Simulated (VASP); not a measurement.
Given:

```xyz
4
Lattice="3.8984 0.0000 0.0000 0.0000 3.8984 0.0000 0.0000 0.0000 3.8984" Properties=species:S:1:pos:R:3 pbc="T T T"
Ti     0.0000     0.0000     0.0000
Pt     0.0000     1.9492     1.9492
Pt     1.9492     0.0000     1.9492
Pt     1.9492     1.9492     0.0000
```

The numbers are results of r2SCAN meta-GGA, VASP's PBE PAW potentials (set 64) (plane waves; VASP), not measurements. Settings: 520 eV cut-off, 7×7×7 Γ-centred mesh, first-order Methfessel-Paxton smearing of 0.10 eV, potentials Ti_sv Pt.

Energy and stress use the plane-wave basis of the starting cell.

Problem. The ions, cell shape and volume are relaxed. Give the cell that the relaxation ends in.

Solution. 
```xyz
4
Lattice="3.9252 0.0000 0.0000 0.0000 3.9252 0.0000 0.0000 0.0000 3.9252" Properties=species:S:1:pos:R:3 pbc="T T T"
Ti     0.0000     0.0000     0.0000
Pt     0.0000     1.9626     1.9626
Pt     1.9626     0.0000     1.9626
Pt     1.9626     1.9626     0.0000
```
Space group Pm-3m (221), at a tolerance of 0.03 Å.

Problem. How do energy and volume change from the first to the last step?

Solution. The energy (σ→0) changes by -5.1 meV/atom and the volume by +2.1 %, in 3 ionic steps.

```
step  E(σ→0) (eV)  max force (eV/Å)  pressure (GPa)  volume (Å³)
----  -----------  ----------------  --------------  -----------
1       -171.1158             0.000            5.48        59.25
2       -171.0093             0.000          -11.90        63.70
3       -171.1361             0.000           -0.09        60.48
```

The compound is Pt3Ti in the L1_2 structure. This run relaxes it. Symmetry was kept, so distortions that lower it aren't found.
